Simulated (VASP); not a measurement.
Output of a VASP run:

File OSZICAR:
```
       N       E                     dE             d eps       ncg     rms          rms(c)
DAV:   1     0.355289398884E+03    0.35529E+03   -0.18229E+04   520   0.153E+03
DAV:   2     0.337843815997E+02   -0.32151E+03   -0.31511E+03   626   0.300E+02
DAV:   3    -0.121548839647E+02   -0.45939E+02   -0.43734E+02   638   0.123E+02
DAV:   4    -0.141987114955E+02   -0.20438E+01   -0.20400E+01   632   0.285E+01
DAV:   5    -0.142596954428E+02   -0.60984E-01   -0.60938E-01   796   0.505E+00    0.417E+00
DAV:   6    -0.139515392354E+02    0.30816E+00   -0.56658E-01   642   0.416E+00    0.260E+00
DAV:   7    -0.139284453368E+02    0.23094E-01   -0.34817E-01   654   0.252E+00    0.966E-01
DAV:   8    -0.139366737924E+02   -0.82285E-02   -0.49997E-02   582   0.161E+00    0.297E-01
DAV:   9    -0.139370330100E+02   -0.35922E-03   -0.53353E-03   622   0.557E-01    0.118E-01
DAV:  10    -0.139376157582E+02   -0.58275E-03   -0.11162E-03   586   0.174E-01    0.565E-02
DAV:  11    -0.139377598389E+02   -0.14408E-03   -0.58748E-04   560   0.161E-01    0.425E-02
DAV:  12    -0.139377635732E+02   -0.37343E-05   -0.44308E-05   638   0.380E-02    0.306E-02
DAV:  13    -0.139377635206E+02    0.52621E-07   -0.29916E-06   650   0.115E-02    0.136E-02
DAV:  14    -0.139377626377E+02    0.88285E-06   -0.37972E-06   660   0.154E-02    0.205E-03
DAV:  15    -0.139377627798E+02   -0.14206E-06   -0.36304E-07   562   0.356E-03    0.271E-03
DAV:  16    -0.139377629020E+02   -0.12220E-06   -0.28351E-08   362   0.144E-03    0.180E-04
DAV:  17    -0.139377629178E+02   -0.15847E-07   -0.89353E-09   314   0.782E-04
   1 F= -.13937763E+02 E0= -.13937763E+02  d E =-.214905E-11
```

File OUTCAR:
```
------------------------ aborting loop because EDIFF is reached ----------------------------------------
  FORCE on cell =-STRESS in cart. coord.  units (eV):
  Direction    XX          YY          ZZ          XY          YZ          ZX
  --------------------------------------------------------------------------------------
  Total       -0.6610132     -0.6610132     -0.6610132     -0.0000000      0.0000000     -0.0000000
  in kB       -4.2565925     -4.2565925     -4.2565925     -0.0000000      0.0000000     -0.0000000
  external PRESSURE =      -4.2565925 kB  Pullay stress =       0.0000000 kB
  volume of cell :      248.80
      direct lattice vectors                 reciprocal lattice vectors
     6.289549599  0.000000000  0.000000000     0.158993897  0.000000000  0.000000000
     0.000000000  6.289549599  0.000000000     0.000000000  0.158993897  0.000000000
     0.000000000  0.000000000  6.289549599     0.000000000  0.000000000  0.158993897
 POSITION                                       TOTAL-FORCE (eV/Angst)
 -----------------------------------------------------------------------------------
      0.00000      0.00000      0.00000         0.000000      0.000000      0.000000
      3.14477      3.14477      3.14477         0.000000      0.000000      0.000000
      3.14477      0.00000      3.14477         0.000000      0.000000      0.000000
      0.00000      3.14477      3.14477         0.000000      0.000000      0.000000
      3.14477      3.14477      0.00000         0.000000      0.000000      0.000000
 -----------------------------------------------------------------------------------
    total drift:                                0.000000     -0.000000     -0.000000
  FREE ENERGIE OF THE ION-ELECTRON SYSTEM (eV)
  ---------------------------------------------------
  free  energy   TOTEN  =       -13.9377629178 eV

  energy  without entropy=      -13.9377629178  energy(sigma->0) =      -13.93776292
```
(Selected blocks of OUTCAR.)

**POSCAR**
```
CsSnI3
1
    6.2895495992     0.0000000000     0.0000000000
    0.0000000000     6.2895495992     0.0000000000
    0.0000000000     0.0000000000     6.2895495992
Cs Sn I
1 1 3
Direct
  0.0000000000   0.0000000000   0.0000000000
  0.5000000000   0.5000000000   0.5000000000
  0.5000000000   0.0000000000   0.5000000000
  0.0000000000   0.5000000000   0.5000000000
  0.5000000000   0.5000000000   0.0000000000
```

Reconstruct the remaining input files.

Several could match; the one computed here: the input of the run itself, AM05 GGA, plane waves, VASP's PBE PAW potentials (set 64).

INCAR:
```
SYSTEM = CsSnI3
PREC = Accurate; ENCUT = 520; LREAL = F
LASPH = T
EDIFF = 1E-7; NELM = 100; ALGO = Normal
LMAXMIX = 4
ISMEAR = 0; SIGMA = 0.05
GGA = AM
ISIF = 2
LWAVE = F; LCHARG = F
```

### KPOINTS
```
Automatic mesh
0
Gamma
4 4 4
0 0 0
```

POTCAR, in this order: Cs_sv Sn_d I (PBE.64 set). Program: vasp_std.

The compound is CsSnI3 in the cubic perovskite structure, the ideal cubic form; the compound distorts at low or room temperature. This cell is one point of a volume scan, at 1.03 of the reference volume.
